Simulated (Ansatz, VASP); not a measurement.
CdRu2: VASP beside Ansatz

```
Cd Ru
1.0
     0.00000    3.64443    3.64443
     3.64443    0.00000    3.64443
     3.64443    3.64443    0.00000
Cd Ru
2 4
Direct
  0.50000 0.50000 0.50000
  0.75000 0.75000 0.75000
  0.12500 0.12500 0.12500
  0.62500 0.12500 0.12500
  0.12500 0.12500 0.62500
  0.12500 0.62500 0.12500
```

Alike in both runs: functional r2SCAN; k mesh 8 × 8 × 8; occupations gaussian, width 0.1 eV; no spin polarisation.

Ansatz relaxed the structure, and its values are those at the end. VASP's run is a single point on that final structure, the one shown.

```csv
,VASP,Ansatz
version,VASP 6.6.1,Ansatz 0.2.0
potentials or method,"VASP PAW PBE potentials, release 64 (Cd, Ru_pv)","scalar-relativistic, plane waves, PAW"
plane-wave cutoff (eV),520,500
valence electrons in the cell,80,104
```

```csv
,VASP,Ansatz,Ansatz less VASP
gap on the k mesh at the Fermi level (eV),none,none,-
pressure (GPa),1.1,0.0,-1.10
```

A gap of «none» marks a metal or a gap that the smearing closes. The two sets of potentials don't hold the same shells in valence.

Caveats: the PAW data sets were made with another functional, which shifts forces and pressure a little (VASP).
